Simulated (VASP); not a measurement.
Runs of VASP 6.6.1 on Al. It takes space group Fm-3m (No. 225, cubic). Conventional cell: a = 4.050 Å, b = 4.050 Å, c = 4.050 Å, α = 90.00°, β = 90.00°, γ = 90.00°. Around Al (site symmetry m-3m) lie 12 Al at 2.86 Å. 

```tsv
level	potentials or basis	gap on the mesh (eV)	pressure (GPa)	relaxed volume (Å³/atom)
LDA	VASP PAW LDA potentials, release 64 (Al)	none	0.0	(a)
PBEsol	VASP PAW PBE potentials, release 64 (Al)	none	0.0	16.19
PBE	VASP PAW PBE potentials, release 64 (Al)	none	0.1	16.49
PBE+D3(BJ)	VASP PAW PBE potentials, release 64 (Al)	none	0.0	15.78
r2SCAN	VASP PAW PBE potentials, release 64 (Al)	none	0.0	(b)
```

Alike in all rows: task relaxation of cell and atoms; no spin polarisation; cell relaxed; k mesh 18 × 18 × 18; cutoff (eV) 600; smearing methfessel-paxton 0.1 eV.

Q: Estimate the missing entries.

A: (a) 15.82; (b) 15.84.

Caveats: the PAW data sets were made with another functional, which shifts forces and pressure a little (some runs); pairwise dispersion overbinds metals, which lowers pressure and volume (some runs).

A k mesh can miss the band edges.

A gap of «none» marks a metal or a gap under the smearing width.

Not every run made on this cell is shown here.
